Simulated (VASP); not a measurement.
# LiBe2 (P-6m2) in VASP: further runs, part 2 of 2

VASP 6.6.1. Earlier steps stand in the parts before.

### 4 Single point, PBE

This run uses another cell than the first one, of 12.13 Å³/atom, 1.292 times its volume.

Input file INCAR:

```
SYSTEM = LiBe2
ALGO = Normal
EDIFF = 1E-6
ENCUT = 520
GGA = PE
ISIF = 2
ISMEAR = 0
LASPH = .True.
LCHARG = .True.
LELF = .True.
LREAL = .False.
LVHAR = .True.
LWAVE = .False.
NBANDS = 10
NELM = 100
PREC = Accurate
SIGMA = 0.1
```

Input file KPOINTS:

```
k-points
0
Gamma
  6 6 6
  0 0 0
```

Input file POSCAR:

```
LiBe2
1.0
    4.0927080800      0.0000000000      0.0000000000
   -2.0463540400      3.5443891700      0.0000000000
    0.0000000000      0.0000000000      2.5088300500
Li Be
1 2
Direct
    0.6666666700      0.3333333300      0.5000000000
    0.0000000000      0.0000000000      0.0000000000
    0.3333333300      0.6666666700      0.5000000000
```

Potentials or basis: VASP PAW PBE potentials, release 64 (Li_sv, Be).

Command:

```sh
$ cat potpaw_PBE.64/Li_sv/POTCAR potpaw_PBE.64/Be/POTCAR > POTCAR
$ mpirun -np 1 vasp_std > vasp.out
```

OUTCAR:

```text
SYSTEM = LiBe2
   EDIFF = 1E-6
   ENCUT = 520
   GGA = PE
   ISIF = 2
   ISMEAR = 0
   LASPH = .True.
   LREAL = .False.
   NELM = 100
   PREC = Accurate

 ion  position               nearest neighbor table
   1  0.667  0.333  0.500-   3 2.36   3 2.36   3 2.36
   2  0.000  0.000  0.000-
   3  0.333  0.667  0.500-   1 2.36   1 2.36   1 2.36

  LATTYP: Found a hexagonal cell.
 ALAT       =     4.0927080800
 C/A-ratio  =     0.6129999993

  Lattice vectors:

 A1 = (   4.0927080800,   0.0000000000,   0.0000000000)
 A2 = (  -2.0463540400,   3.5443891700,   0.0000000000)
 A3 = (   0.0000000000,   0.0000000000,   2.5088300500)

Analysis of symmetry for initial positions (statically):
=====================================================================
 Subroutine PRICEL returns:
 Original cell was already a primitive cell.

 Routine SETGRP: Setting up the symmetry group for a
 hexagonal supercell.

 Subroutine GETGRP returns: Found 12 space group operations
 (whereof 12 operations were pure point group operations)
 out of a pool of 24 trial point group operations.

[... 168 lines left out ...]
 cond. band min:       3.1302447166   @ k =   0.1667   0.0000   0.1667
 fundamental gap:      0.2761832566
 Fermi energy:         3.0963815054

 k-point     1 :       0.0000    0.0000    0.0000
  band No.  band energies     occupation
      1     -42.5816      2.00000
      2      -4.3646      2.00000
      3       3.5045      0.00000
      4       3.5045      0.00000
      5       4.9670      0.00000
      6       4.9670      0.00000
      7       6.9191      0.00000
      8      11.5400      0.00000
      9      12.6697      0.00000
     10      17.6304      0.00000
[... 287 lines left out ...]
 k-point    24 :       0.3333    0.0000    0.5000
  band No.  band energies     occupation
      1     -42.5321      2.00000
      2       0.8494      2.00000
      3       1.0942      2.00000
      4       4.8353      0.00000
      5       5.2959      0.00000
      6       6.6826      0.00000
      7       7.5734      0.00000
      8       8.5347      0.00000
      9       9.9931      0.00000
     10      13.9538      0.00000

 [... further k-points ...]
[... 5 lines left out ...]
  --------------------------------------------------------------------------------------
  -------------------------------------------------------------------------------------
  Total       -1.6182393     -1.6182393     -5.2822582      0.0000000     -0.0000000      0.0000000
  in kB      -71.2409835    -71.2409836   -232.5448889      0.0000000     -0.0000000      0.0000000
  external PRESSURE =    -125.0089520 kB  Pullay stress =       0.0000000 kB

 VOLUME and BASIS-vectors are now :
 -----------------------------------------------------------------------------
  energy-cutoff  :      520.00
  volume of cell :       36.39
      direct lattice vectors                 reciprocal lattice vectors
     4.092708080  0.000000000  0.000000000     0.244336997  0.141068031  0.000000000
    -2.046354040  3.544389170  0.000000000     0.000000000  0.282136061  0.000000000
     0.000000000  0.000000000  2.508830050     0.000000000  0.000000000  0.398592165

 POSITION                                       TOTAL-FORCE (eV/Angst)
 -----------------------------------------------------------------------------------
      2.04635      1.18146      1.25442         0.000000     -0.000000      0.000000
      0.00000      0.00000      0.00000         0.000000     -0.000000      0.000000
     -0.00000      2.36293      1.25442        -0.000000      0.000000      0.000000
 -----------------------------------------------------------------------------------
    total drift:                               -0.000010      0.000006      0.000000

  FREE ENERGIE OF THE ION-ELECTRON SYSTEM (eV)
  ---------------------------------------------------
  free  energy   TOTEN  =        -8.5158214864 eV

  energy  without entropy=       -8.5126622353  energy(sigma->0) =       -8.51424186
```

OSZICAR:

```text
N       E                     dE             d eps       ncg     rms          rms(c)
DAV:   1     0.968332236378E+01    0.96833E+01   -0.33137E+03   560   0.608E+02
DAV:   2    -0.674522742019E+01   -0.16429E+02   -0.15962E+02   728   0.115E+02
DAV:   3    -0.848578542557E+01   -0.17406E+01   -0.17263E+01   888   0.274E+01
DAV:   4    -0.852834817903E+01   -0.42563E-01   -0.42524E-01   782   0.457E+00
DAV:   5    -0.852912621917E+01   -0.77804E-03   -0.77802E-03   716   0.522E-01    0.927E-01
DAV:   6    -0.851942734092E+01    0.96989E-02   -0.41895E-03   862   0.276E-01    0.568E-01
DAV:   7    -0.851583997873E+01    0.35874E-02   -0.69287E-03   906   0.399E-01    0.725E-02
DAV:   8    -0.851582304851E+01    0.16930E-04   -0.48996E-04   704   0.153E-01    0.142E-02
DAV:   9    -0.851582108968E+01    0.19588E-05   -0.14210E-05   836   0.267E-02    0.434E-03
DAV:  10    -0.851582148641E+01   -0.39674E-06   -0.13745E-06   532   0.739E-03
   1 F= -.85158215E+01 E0= -.85142419E+01  d E =-.315925E-02
```

Run time: 5.9 s. Hardware: 1 thread of AMD EPYC 9R45 (Zen 5), shared host; peak memory 0.11 GiB.

Results:

- Free energy: -8.5158 eV
- Band gap on the k mesh: none (metal or under the smearing width)

Caveat: the k mesh is coarse (spacing up to 0.42 Å⁻¹), so the values aren't converged; the cutoff is under 1.25 times the usual one of these potentials, so pressure, stress and relaxed cells hold a basis-set (Pulay) error.

### 5 Summary

```tsv
task	cell	k mesh	cutoff (eV)	mesh quality	gap on the mesh (eV)
single point	P-6m2, 9.39 Å³/atom	12 × 12 × 20	520	not flagged	none
relaxation of cell and atoms	relaxed	12 × 12 × 20	600	not flagged	none
single point	P-6m2, 12.13 Å³/atom	6 × 6 × 6	520	coarse	none
```

Alike in all rows: level PBE; potentials or basis VASP PAW PBE potentials, release 64 (Li_sv, Be); no spin polarisation; smearing gaussian 0.1 eV.

Caveats: some runs use coarse meshes; the cutoff is under 1.25 times the usual one of these potentials, so pressure, stress and relaxed cells hold a basis-set (Pulay) error.

Total energies depend on the potentials used, so only differences within one code and one set of settings carry meaning.
